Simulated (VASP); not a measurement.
Level of theory: PBE GGA, VASP's PBE PAW potentials (set 64) (plane waves; VASP).

VASP input:

### INCAR
```
SYSTEM = SiC
PREC = Accurate; ENCUT = 520; LREAL = .False.
LASPH = .True.
EDIFF = 1E-6; NELM = 100; ALGO = Normal
ISMEAR = 1; SIGMA = 0.01
GGA = PE
ISIF = 2
LWAVE = .False.; LCHARG = .False.
```

### KPOINTS
```
kpoints
0
Gamma
 8 8 4
0 0 0
```

**POSCAR**
```
SiC
1
    1.5400000000    -2.6673580000     0.0000000000
    1.5400000000     2.6673580000     0.0000000000
    0.0000000000     0.0000000000     5.0500000000
Si C
2 2
Direct
  0.6666670000   0.3333330000   0.5000000000
  0.3333330000   0.6666670000   0.0000000000
  0.6666670000   0.3333330000   0.8750000000
  0.3333330000   0.6666670000   0.3750000000
```

POTCAR, in this order: Si C (PBE.64 set). Program: vasp_std.

### Question
What will the output report for the number of irreducible k-points (NKPTS), number of bands (NBANDS), largest plane-wave count, number of space-group operations, FFT grid (NGX, NGY, NGZ)?

### Answer

```
Property                                       Value
--------------------------------------  ------------
number of irreducible k-points (NKPTS)            30
number of bands (NBANDS)                          12
largest plane-wave count                        1132
number of space-group operations                  12
FFT grid (NGX, NGY, NGZ)                24 × 24 × 40
```

The compound is SiC in the wurtzite structure, the rare 2H polytype. The cell was not relaxed at this level. The run is one of a series of settings (ISMEAR = 1, SIGMA = 0.01 against the base run), some of them coarse on purpose.
